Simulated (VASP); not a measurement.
Level of theory: LDA (Ceperley-Alder, Perdew-Zunger), VASP's LDA PAW potentials (set 64) (plane waves; VASP 6.6.1).

Input for VASP

INCAR:
```
ALGO=Normal
EDIFF=1E-7
ENCUT=520
ICHARG=11
ISMEAR=0
LASPH=.TRUE.
LCHARG=.FALSE.
LMAXMIX=4
LORBIT=11
LREAL=.FALSE.
LWAVE=.FALSE.
NELM=100
PREC=Accurate
SIGMA=0.05
SYSTEM=Ti
```

File POSCAR:
```
Ti
1
    1.4279769937    -2.4733287583     0.0000000000
    1.4279769937     2.4733287583     0.0000000000
    0.0000000000     0.0000000000     4.5527734772
Ti
2
Direct
  0.3333330000   0.6666670000   0.2500000000
  0.6666670000   0.3333330000   0.7500000000
```

**KPOINTS**
```
k-points along high-symmetry lines
10
Line-mode
Reciprocal
  0.000000   0.000000   0.000000 ! GAMMA
 -0.000000   0.500000   0.000000 ! M

 -0.000000   0.500000   0.000000 ! M
 -0.333333   0.666667   0.000000 ! K

 -0.333333   0.666667   0.000000 ! K
  0.000000   0.000000   0.000000 ! GAMMA

  0.000000   0.000000   0.000000 ! GAMMA
  0.000000   0.000000   0.500000 ! A

  0.000000   0.000000   0.500000 ! A
 -0.000000   0.500000   0.500000 ! L

 -0.000000   0.500000   0.500000 ! L
 -0.333333   0.666667   0.500000 ! H

 -0.333333   0.666667   0.500000 ! H
  0.000000   0.000000   0.500000 ! A

 -0.000000   0.500000   0.500000 ! L
 -0.000000   0.500000   0.000000 ! M

 -0.333333   0.666667   0.500000 ! H
 -0.333333   0.666667   0.000000 ! K
```

POTCAR, in this order: Ti_sv (LDA.64 set). Program: vasp_std. Read from the step before: CHGCAR.

The resulting files:

File OUTCAR:
```
 ion  position               nearest neighbor table
   1  0.333  0.667  0.250-   2 2.81   2 2.81   2 2.81   2 2.81   2 2.81   2 2.81
   2  0.667  0.333  0.750-   1 2.81   1 2.81   1 2.81   1 2.81   1 2.81   1 2.81
  LATTYP: Found a hexagonal cell.
 ALAT       =     2.8559540334
 C/A-ratio  =     1.5941340175
 Subroutine PRICEL returns:
 Original cell was already a primitive cell.
 Subroutine GETGRP returns: Found 24 space group operations
The static configuration has the point symmetry D_3d.
 The point group associated with its full space group is D_6h.
The dynamic configuration has the point symmetry D_3d.
 Subroutine INISYM returns: Found 24 space group operations
   k-points           NKPTS =     90   k-points in BZ     NKDIM =     90   number of bands    NBANDS=     16
   number of dos      NEDOS =    301   number of ions     NIONS =      2
   total plane-waves  NPLWV =  20736
   dimension x,y,z NGX =    24 NGY =   24 NGZ =   36
   dimension x,y,z NGXF=    48 NGYF=   48 NGZF=   72
   ions per type =               2
   PREC   = accura    normal or accurate (medium, high low for compatibility)
   ISTART =      0    job   : 0-new  1-cont  2-samecut
   ICHARG =     11    charge: 1-file 2-atom 10-const
   ISPIN  =      1    spin polarized calculation?
   LNONCOLLINEAR =      F non collinear calculations
   LSORBIT =      F    spin-orbit coupling
...
```

**OSZICAR**
```
       N       E                     dE             d eps       ncg     rms          rms(c)
DAV:   1     0.247514597591E+03    0.24751E+03   -0.13913E+04  2880   0.192E+03
DAV:   2     0.124212947557E+02   -0.23509E+03   -0.23367E+03  2968   0.491E+02
DAV:   3    -0.157974248195E+02   -0.28219E+02   -0.27906E+02  5568   0.136E+02
DAV:   4    -0.171183591349E+02   -0.13209E+01   -0.13199E+01  3048   0.306E+01
DAV:   5    -0.171966149401E+02   -0.78256E-01   -0.78255E-01  4560   0.504E+00
DAV:   6    -0.171971997062E+02   -0.58477E-03   -0.58477E-03  3176   0.543E-01
DAV:   7    -0.171972193669E+02   -0.19661E-04   -0.19661E-04  4744   0.893E-02
DAV:   8    -0.171972196319E+02   -0.26506E-06   -0.26420E-06  3192   0.895E-03
DAV:   9    -0.171972196446E+02   -0.12632E-07   -0.13735E-07  2752   0.168E-03
   1 F= -.17197220E+02 E0= -.17195090E+02  d E =-.426017E-02
```

OUTCAR:
```
 val. band max:        8.9986255763   @ k =  -0.1852   0.3704   0.5000

 cond. band min:       9.0427362335   @ k =  -0.2593   0.5185   0.0000



 k-point     1 :       0.0000    0.0000    0.0000
  band No.  band energies     occupation
      1     -47.1147      2.00000
      2     -46.9222      2.00000
      3     -24.1888      2.00000
      4     -23.3471      2.00000
      5     -23.3471      2.00000
      6     -23.2651      2.00000
      7     -23.2207      2.00000
      8     -23.2207      2.00000
      9       2.6383      2.00000
     10       6.0563      2.00000
     11       9.7239      0.00000
     12       9.7239      0.00000
     13       9.8080      0.00000
     14       9.9821      0.00000
     15      10.2695      0.00000
     16      10.2695      0.00000

 k-point     2 :       0.0000    0.0556    0.0000
  band No.  band energies     occupation
      1     -47.1102      2.00000
      2     -46.9204      2.00000
      3     -24.1798      2.00000
      4     -23.3662      2.00000
      5     -23.3535      2.00000
      6     -23.2687      2.00000
      7     -23.2406      2.00000
      8     -23.2232      2.00000
      9       2.7328      2.00000
     10       6.1327      2.00000
     11       9.5062      0.00000
     12       9.7638      0.00000
     13       9.7926      0.00000
     14       9.9868      0.00000
     15      10.2192      0.00000
     16      10.3311      0.00000

 k-point     3 :       0.0000    0.1111    0.0000
  band No.  band energies     occupation
      1     -47.0973      2.00000
      2     -46.9151      2.00000
      3     -24.1534      2.00000
      4     -23.4214      2.00000
      5     -23.3713      2.00000
      6     -23.2973      2.00000
      7     -23.2796      2.00000
      8     -23.2305      2.00000
      9       3.0103      2.00000
     10       6.3481      2.00000
     11       9.1979      0.00000
     12       9.2709      0.00000
     13       9.9953      0.00000
     14      10.0494      0.00000
...
```

The density is held fixed in this step, so its total energy and stress have no physical meaning.

The compound is Ti in the hcp structure. It was relaxed first, which changed the volume by -9 %.
